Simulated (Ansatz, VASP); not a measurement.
# Si63Se (substitutional Se in Si): VASP beside Ansatz, part 2 of 2

Aim: how closely do two programs agree when they are given the same cell, functional and k mesh? The cell is taken from a series of runs on this material, whose earlier steps may have relaxed, scaled, displaced or heated it; both programs get it as it stands.

VASP 6.6.1 and Ansatz 0.2.0.

So far. Step 2 (VASP: single point, r2SCAN): The run ends at a pressure of -2.36 GPa, with forces up to 0.17 eV/Å.

## 3. Ansatz: single point, r2SCAN

Level of this step: Ansatz beside VASP: Kohn-Sham DFT, plane waves, r2SCAN (Ansatz).

Ansatz runs on its default PAW (the set named soft_2) files.

The same cell, functional, mesh and smearing now go to Ansatz.

input.yaml reads:

```yaml
crystal:
  lattice:
    - [10.88847935, 0.0, 0.0]
    - [0.0, 10.88847935, 0.0]
    - [0.0, 0.0, 10.88847935]
  atoms:
    - { symbol: Si, position: [-0.000960627, -0.001212793, 0.248346339] }
    - { symbol: Si, position: [-0.000911465, 0.248344396, -0.001244585] }
    - { symbol: Si, position: [0.248596998, -0.00121071, -0.001160829] }
    - { symbol: Si, position: [0.240960963, 0.240590566, 0.240618617] }
    - { symbol: Si, position: [0.123089333, 0.122739965, 0.377458079] }
    - { symbol: Si, position: [0.123036292, 0.377443973, 0.122849115] }
    - { symbol: Si, position: [0.377800347, 0.122782881, 0.12274589] }
    - { symbol: Se, position: [0.373635554, 0.373310521, 0.37335435] }
    - { symbol: Si, position: [-0.000185143, -0.000413864, 0.749821434] }
    - { symbol: Si, position: [-0.001055583, 0.250025235, 0.49960993] }
    - { symbol: Si, position: [0.250269106, -0.001430504, 0.499695739] }
    - { symbol: Si, position: [0.250216852, 0.249868456, 0.751046563] }
    - { symbol: Si, position: [0.124840531, 0.124523367, 0.87447407] }
    - { symbol: Si, position: [0.124007924, 0.372514848, 0.62630381] }
    - { symbol: Si, position: [0.372828934, 0.123757709, 0.62619631] }
    - { symbol: Si, position: [0.375312578, 0.375071675, 0.874933736] }
    - { symbol: Si, position: [-0.0011237, 0.499638333, 0.250084921] }
    - { symbol: Si, position: [-0.000171854, 0.749800448, -0.000437297] }
    - { symbol: Si, position: [0.25026915, 0.499646014, -0.001301389] }
    - { symbol: Si, position: [0.250177807, 0.751048729, 0.249892757] }
    - { symbol: Si, position: [0.124040484, 0.626252704, 0.372548538] }
    - { symbol: Si, position: [0.124791365, 0.874461011, 0.124556153] }
    - { symbol: Si, position: [0.372833906, 0.626239761, 0.123782251] }
    - { symbol: Si, position: [0.375344985, 0.874873018, 0.375089452] }
    - { symbol: Si, position: [0.000325816, 0.500753195, 0.750251091] }
    - { symbol: Si, position: [0.000342865, 0.750221743, 0.500740434] }
    - { symbol: Si, position: [0.243623704, 0.50816473, 0.508222113] }
    - { symbol: Si, position: [0.249083381, 0.749963044, 0.750002138] }
    - { symbol: Si, position: [0.125164687, 0.625271956, 0.875300427] }
    - { symbol: Si, position: [0.125116021, 0.875240843, 0.625336267] }
    - { symbol: Si, position: [0.379347927, 0.626987114, 0.626997244] }
    - { symbol: Si, position: [0.37581385, 0.874762899, 0.874769477] }
    - { symbol: Si, position: [0.499934999, -0.00137101, 0.250042545] }
    - { symbol: Si, position: [0.499979256, 0.250022816, -0.001396048] }
    - { symbol: Si, position: [0.750040945, -0.000467145, -0.000405682] }
    - { symbol: Si, position: [0.751395779, 0.249844314, 0.249864036] }
    - { symbol: Si, position: [0.626531553, 0.123787703, 0.372506751] }
    - { symbol: Si, position: [0.62649089, 0.372480945, 0.123848517] }
    - { symbol: Si, position: [0.874791147, 0.124520773, 0.124473369] }
    - { symbol: Si, position: [0.875116868, 0.375061088, 0.375106713] }
    - { symbol: Si, position: [0.501031506, 0.000125858, 0.750224049] }
    - { symbol: Si, position: [0.508349054, 0.243437524, 0.50802306] }
    - { symbol: Si, position: [0.750432885, 0.00011331, 0.500789605] }
    - { symbol: Si, position: [0.750260945, 0.248777322, 0.749946889] }
    - { symbol: Si, position: [0.625609562, 0.124883771, 0.87526143] }
    - { symbol: Si, position: [0.627176817, 0.378995384, 0.627017117] }
    - { symbol: Si, position: [0.875567209, 0.124891752, 0.625252125] }
    - { symbol: Si, position: [0.874948411, 0.375553792, 0.874787392] }
    - { symbol: Si, position: [0.508337898, 0.508033683, 0.243473311] }
    - { symbol: Si, position: [0.50105797, 0.750222399, 0.000114956] }
    - { symbol: Si, position: [0.750430404, 0.500747342, 0.000194795] }
    - { symbol: Si, position: [0.75022504, 0.74991887, 0.248834723] }
    - { symbol: Si, position: [0.627236776, 0.626915798, 0.379070506] }
    - { symbol: Si, position: [0.625574639, 0.875244866, 0.124949805] }
    - { symbol: Si, position: [0.875552823, 0.625289782, 0.124903567] }
    - { symbol: Si, position: [0.874958452, 0.874762479, 0.375561403] }
    - { symbol: Si, position: [0.500798918, 0.50054305, 0.752350958] }
    - { symbol: Si, position: [0.500829218, 0.752280721, 0.500533076] }
    - { symbol: Si, position: [0.752514773, 0.500489319, 0.500609106] }
    - { symbol: Si, position: [0.750706443, 0.750422426, 0.75045449] }
    - { symbol: Si, position: [0.626333966, 0.626023047, 0.875835617] }
    - { symbol: Si, position: [0.626295288, 0.875793002, 0.626067994] }
    - { symbol: Si, position: [0.876059192, 0.626034397, 0.626026081] }
    - { symbol: Si, position: [0.875511154, 0.875267559, 0.87527271] }
  host:
    repeats: [2, 2, 2]
    atoms:
      - { symbol: Si, position: [0.0, 0.0, 0.5] }
      - { symbol: Si, position: [0.0, 0.5, 0.0] }
      # ... 6 more atoms of the perfect host
total_charge: 2
basis:
  ecutwfc: 500
  xc_grid: 2
hamiltonian:
  xc: r2scan
kpoints:
  mp_grid: { grid: [2, 2, 2], shift: [0.5, 0.5, 0.5] }
scf:
  occupations: { method: fermi_dirac, width: 0.01 }
  max_iter: 120
output:
  forces: true
  charged_corrections:
    epsilon: 13.32
    static_epsilon: 13.32
    defect_position: [0.375, 0.375, 0.375]
  eigenvalues: true
checkpoint:
  read: "../relax0.run"
  write: "../point0.run"
  compress: false
  write_wavefunctions: true
  write_every: 100000
```

Launch:

```sh
$ ansatz run input.yaml --threads 4 --pin off --max-ram 7536MiB --backend cpu --events-out ev --progress --plain --runs-dir out
```

Numbers of over 12 decimals in the logs are rounded to 6 here.

The log of the run:

```text
Engine: ansatz 0.2.0, aarch64-unknown-linux-gnu
Pseudopotentials: kind: paw
Pseudopotential: Si, paw, valence charge 4, recommended cutoff 500 eV (meta_gga), Si.paw.azcp
Pseudopotential: Se, paw, valence charge 16, recommended cutoff 500 eV (meta_gga), Se.paw.azcp
Functional definition: r2SCAN
  parameter k0 = 0.174
  parameter k1 = 0.065
  parameter a1 = 4.9479
  exchange = r2scan_x(k0 = k0, k1 = k1, a1 = a1)
  correlation = r2scan_c
Crystal: 64 atoms, lattice volume = 1290.927 Å³
Basis set: ecut = 500 eV, 32795 PW (Γ), exchange–correlation on 160×160×160 points (8 copies of the dense FFT grid, shifted against one another)
Bands: 197, of which v1, the nominal top of the filled ones, is band 133 counted from 1 (132 counted from 0)
Symmetry: 1 space group operations
Space group: P1 (ITA 1), of the structure as read, at distance tolerance 1.1e-4 Å
k-points: 4 of 8 (time reversal used)
Non-local potential: Si, projectors of the file, l = 0: 2, l = 1: 2, l = 2: 2
Non-local potential: Se, projectors of the file, l = 0: 2, l = 1: 2, l = 2: 3, l = 3: 1
PAW form: soft (Blöchl's): semilocal exchange-correlation on the pseudo side does not see the compensation charge
PAW frozen core: Si, regenerated for the run's functional (the file was generated under x = pbe(κ = 0.804, μ = 0.219515), c = pbe(β = 0.066725))
PAW frozen core: Se, regenerated for the run's functional (the file was generated under x = pbe(κ = 0.804, μ = 0.219515), c = pbe(β = 0.066725))
PAW one-centre angular grid: Si, 302 points (default); XC on 160 Gauss nodes
PAW one-centre angular grid: Se, 590 points (default); XC on 160 Gauss nodes
Initial density: read from a saved state, or passed on in memory by an earlier SCF of this step, an earlier step, the calling program or the single point that the run made first
Stability of the state it starts from, as read at its close in the unpolarized treatment: not read negative (Ritz values of 1 − χ₀K, real part plus size of imaginary part, from 0.97 to 1.8, by its mixing steps under no symmetry)
Initial wavefunctions: pseudopotential atomic-orbital guess — the wavefunctions supplied were not used: k-point sampling differs
Functional: x = r2scan, c = r2scan; τ floored in thin density (d = 2e-4 eV/Å³)
iter 1 solved again at ethr=2.00e-5 eV; its pass at ethr=3.10e-3 eV (dr2=5.32e-2 eV) is discarded
SCF iter   1: F=—  HF=-45751.418790 eV  |F-HF|=—  |Δ(HF+E_count)|=         —  Δρ=2.24e-3  dr2=5.30e-2  dr2_τ=3.04e-4  ethr=2.00e-5  ⟨swp⟩=9.0  Hψ=5419  notcnv=0  defer=1
preconditioner: auto → Resta (q_TF=auto, 2.097 Å⁻¹)  ε∞=4.9  [insulator: Δε(μ)=0.936 eV  Ē_g=8.372 eV  σ=0.010 eV  W_gap=1.00  n_scr=202 (ndim 8)  ℏωp=16.5 eV  f_vac=0.000  D(μ)=0.00/eV (n_scr^D=0)  ε∞_Penn≈4.9]
SCF iter   2: F=—  HF=-45751.426675 eV  |F-HF|=—  |Δ(HF+E_count)|=   7.89e-3  Δρ=1.39e-3  dr2=2.06e-2  dr2_τ=5.89e-5  ethr=1.99e-5  ⟨swp⟩=2.0  Hψ=1044  notcnv=0
SCF iter   3: F=—  HF=-45751.430439 eV  |F-HF|=—  |Δ(HF+E_count)|=   3.76e-3  Δρ=8.28e-5  dr2=1.22e-4  dr2_τ=2.31e-6  ethr=7.74e-6  ⟨swp⟩=2.5  Hψ=1046  notcnv=0
SCF iter   4: F=—  HF=-45751.430565 eV  |F-HF|=—  |Δ(HF+E_count)|=   1.26e-4  Δρ=3.17e-5  dr2=2.03e-5  dr2_τ=2.24e-7  ethr=4.60e-8  ⟨swp⟩=2.0  Hψ=1320  notcnv=0
SCF iter   5: F=—  HF=-45751.430528 eV  |F-HF|=—  |Δ(HF+E_count)|=   3.72e-5  Δρ=7.76e-6  dr2=2.41e-6  dr2_τ=4.28e-8  ethr=7.61e-9  ⟨swp⟩=2.0  Hψ=1320  notcnv=0
SCF iter   6: F=—  HF=-45751.430528 eV  |F-HF|=—  |Δ(HF+E_count)|=   2.80e-7  Δρ=2.57e-6  dr2=1.45e-7  dr2_τ=6.41e-9  ethr=9.07e-10  ⟨swp⟩=2.0  Hψ=1320  notcnv=0
SCF iter   7: F=-45751.430528 eV  HF=-45751.430528 eV  |F-HF|=8.88e-10  |Δ(HF+E_count)|=   2.77e-8  Δρ=1.00e-6  dr2=1.47e-8  dr2_τ=3.55e-10  ethr=3.76e-11  ⟨swp⟩=9.8  Hψ=3493  notcnv=0
SCF 1 converged in 7 iterations: F = -45751.430528 eV  dr2 = 1.47e-8
  greatest PAW one-centre occupation: 1.000 electrons in one spin orbital (limit 2), on the Se atom at site 7 (counted from 0), in its partial waves of l = 2
SCF converged after 7 iterations
Free energy (F): -45751.430528 eV
Harris-Foulkes:  -45751.430528 eV  (|F-HF|=8.88e-10)
Internal energy: -45751.430528 eV  (E = F + TS)
E sigma→0 (E₀):  -45751.430528 eV
Fermi energy:    6.305306 eV
--- Per-component energies (eV) ---
  E_band       = -237.697609
  E_kinetic    = 2640.639558
  E_local      = -5285.944468  (includes V_loc(G=0)·N_el)
  E_nonlocal   = 973.792896
  E_hartree    = 2235.307430
  E_xc         = -3324.367034
  E_vxc        = -3213.555570  (∫ρ·V_xc dr)
  E_paw        = -34652.942190  (= ΣΔE_a)
  E_vpaw       = 50.052523  (= ΣTr[D̂ρ^β])
  E_aug_tail   = 0.000071  (compensation charges beyond the density's cutoff)
  E_vtau       = 126.699967  (kinetic-family band-sum trace: ∫τ·v_τ [+ j·A + Jᵃ·Aᵃ] dr)
  E_ewald      = -8331.336743
  E_core_change = -6.580048  (= ΣΔE_core)
  E_smearing   = -0.000000  (= −TS)
  E_closure    = -0.000000  (closes the sum)
[...]
atom  48  Si    -0.02638868    -0.07885919    -0.02930534
  atom  49  Si    -0.01976172    -0.01764570    -0.04591572
  atom  50  Si     0.04298964     0.02883413     0.01406416
  atom  51  Si     0.03159675     0.04350954     0.01259107
  atom  52  Si     0.03216034     0.03108102     0.05032468
  atom  53  Si    -0.01956714    -0.01942792    -0.04295591
  atom  54  Si    -0.02500555    -0.02557173    -0.02411030
  atom  55  Si    -0.02533799    -0.02447499    -0.02089166
  atom  56  Si    -0.02739403    -0.02912406    -0.07919012
  atom  57  Si     0.01334150     0.01259897     0.01350043
  atom  58  Si     0.01361750     0.01474588     0.01504489
  atom  59  Si     0.01510202     0.01476077     0.01268293
  atom  60  Si     0.02765431     0.02702076     0.02561262
  atom  61  Si    -0.03392639    -0.03119398    -0.02956702
  atom  62  Si    -0.03258003    -0.03025763    -0.03180982
  atom  63  Si    -0.02923777    -0.03298780    -0.03044977
  atom  64  Si    -0.02852694    -0.02999174    -0.02926763
  max |Σ_I F_I| component: 3.14e-3 eV/Å
--- Charged-cell corrections in eV (Makov–Payne, q = +2.000 e, ε = 13.320) ---
  F (periodic)     = -45751.430528  (uncorrected; the corrections below are reported, never added to it)
  E_corr1          = +0.563398  (monopole, q²α_M/2εL)
  F Makov-Payne    = -45750.867130  (F + E_corr1; no measured alignment; for a localised charge, not one spread in a band: unchecked)
  no potential alignment in this run, which stands beside a crystal: run the host's input off ansatz write-host-input, and read the two finished runs by ansatz place-levels (neither reads a slab, a wire or a sheet, whose cell leaves a vacuum)
--- Band table (eV) ---
  k-point 0: bands = [... 129 lower, 5.2979, 5.3543, 5.8110, 5.8112, 6.7933, 7.2800, 7.2807, 7.4613, ... 60 higher]
  k-point 1: bands = [... 129 lower, 5.3147, 5.3686, 5.8093, 5.8334, 6.7760, 7.2804, 7.2884, 7.4608, ... 60 higher]
  k-point 2: bands = [... 129 lower, 5.3147, 5.3685, 5.8093, 5.8334, 6.7760, 7.2803, 7.2884, 7.4610, ... 60 higher]
  k-point 3: bands = [... 129 lower, 5.3146, 5.3685, 5.8092, 5.8333, 6.7771, 7.2805, 7.2883, 7.4594, ... 60 higher]
```

## 4. Differences

Known differences besides the potentials themselves: VASP keeps PBE cores, Ansatz makes them for the functional; the cutoff is 500 eV in Ansatz and 440 eV in VASP (PREC = Accurate, projectors in real space). Total energies have different zeros and are not compared.

Both answers:

```csv
quantity,Ansatz,VASP,difference
gap on the k mesh (eV),0.943,0.951,-0.008
```

Forces on 10 of the 64 atoms, those with the largest forces and the largest differences (eV/Å; atoms numbered as in POSCAR):

| atom | Ansatz x, y, z | VASP x, y, z |
| --- | --- | --- |
| Si1 | 0.048, 0.046, 0.056 | 0.048, 0.047, 0.058 |
| Si2 | 0.047, 0.058, 0.048 | 0.047, 0.059, 0.049 |
| Si3 | 0.058, 0.047, 0.045 | 0.058, 0.047, 0.045 |
| Si4 | 0.005, 0.007, 0.008 | 0.002, 0.005, 0.005 |
| Si26 | -0.042, -0.025, -0.025 | -0.045, -0.023, -0.024 |
| Si30 | -0.044, -0.019, -0.018 | -0.048, -0.019, -0.018 |
| Si31 | -0.078, -0.029, -0.028 | -0.076, -0.028, -0.028 |
| Si47 | -0.026, -0.079, -0.029 | -0.027, -0.076, -0.029 |
| Si55 | -0.027, -0.029, -0.079 | -0.028, -0.029, -0.077 |
| Se64 | 0.093, 0.105, 0.103 | 0.093, 0.105, 0.104 |

The forces differ by 1.2 meV/Å r.m.s., which is 3.6 % of the r.m.s. force of 0.032 eV/Å (both taken over all components). A gap on the mesh is an upper bound, since the band edges may lie between its points. The cell carries a charge of +2 e against a uniform background, so its pressure also hangs on how the neutralising background is counted, and in a defect's cell a gap may be the spacing between its levels.

## 5. Outcome

| Property | Result |
| --- | --- |
| r.m.s. force difference (single point, r2SCAN) | 1.2 meV/Å |

**Reading.** The r.m.s. force difference is 1.2 meV/Å (single point, r2SCAN), within the 12 meV/Å picked in this series as the mark of a large difference. The data sets hold unlike numbers of valence electrons (266 in Ansatz and 256 in VASP), so part of the differences comes from the potentials. Such differences can come from data sets, numerical settings and the points named under the comparisons, not from the functional's error against experiment.

[Lines on the potential files, build, host, timing and source positions are cut from VASP's logs without a mark.]

[Logs are printed without paths, hosts, clocks, repeated set-up lines and the standing remarks that a program may print on its own settings, such as how far it seeks lower states.]

[Hosts, paths, dates, database ids (printed as entryN), source tags and the programs' standing remarks are cut or masked in the printed files.]
